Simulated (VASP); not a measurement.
VASP ran on this input.

**KPOINTS**
```
Automatic
0
G
  11 11 11
0 0 0
```

### INCAR
```
SYSTEM  =  P
PREC  =  Accurate; ENCUT  =  400; LREAL  =  F
LASPH  =  T
EDIFF  =  1E-6; NELM  =  100; ALGO  =  Normal
ISMEAR  =  0; SIGMA  =  0.05
GGA  =  PS
IBRION  =  2; NSW  =  60; ISIF  =  3
EDIFFG  =  -0.01
LWAVE  =  F; LCHARG  =  F
```

POSCAR:
```
P
1
    0.0000000000     1.9398770000     1.9398770000
    1.9398770000     0.0000000000     1.9398770000
    1.9398770000     1.9398770000     0.0000000000
P
1
Direct
  0.0000000000   0.0000000000   0.0000000000
```

POTCAR, in this order: P (PBE.64 set). Program: vasp_std.

Task: Write an equivalent input for Quantum ESPRESSO's pw.x.

Result: One equivalent input (not run):
```
&CONTROL
  calculation = 'vc-relax'
  pseudo_dir = './pseudo'
  outdir = './out'
  tprnfor = .true.
  tstress = .true.
  nstep = 60
  forc_conv_thr = 0.00039
/
&SYSTEM
  ibrav = 0
  nat = 1
  ntyp = 1
  ecutwfc = 44
  occupations = 'smearing'
  smearing = 'gaussian'
  degauss = 0.003675
  input_dft = 'pbesol'
/
&ELECTRONS
  conv_thr = 7.3e-08
  electron_maxstep = 100
/
&IONS
/
&CELL
/
ATOMIC_SPECIES
  P 30.974 P.upf
CELL_PARAMETERS angstrom
     0.0000000    1.9398770    1.9398770
     1.9398770    0.0000000    1.9398770
     1.9398770    1.9398770    0.0000000
ATOMIC_POSITIONS crystal
  P    0.0000000  0.0000000  0.0000000
K_POINTS automatic
  11 11 11 0 0 0
```
The two are equivalent in intent, not identical: the potentials are each code's own (VASP's PAW set, PseudoDojo norm-conserving files in pw.x), so ENCUT and ecutwfc are chosen apart and not converted; conv_thr bounds pw.x's estimated SCF error, while EDIFF bounds the energy change between steps; forc_conv_thr acts on force components and is met together with etot_conv_thr.

The structure was generated: P was put into the fcc type (Fm-3m), which need not be its known phase. This run relaxes it. Symmetry was kept, so distortions that lower it aren't found.
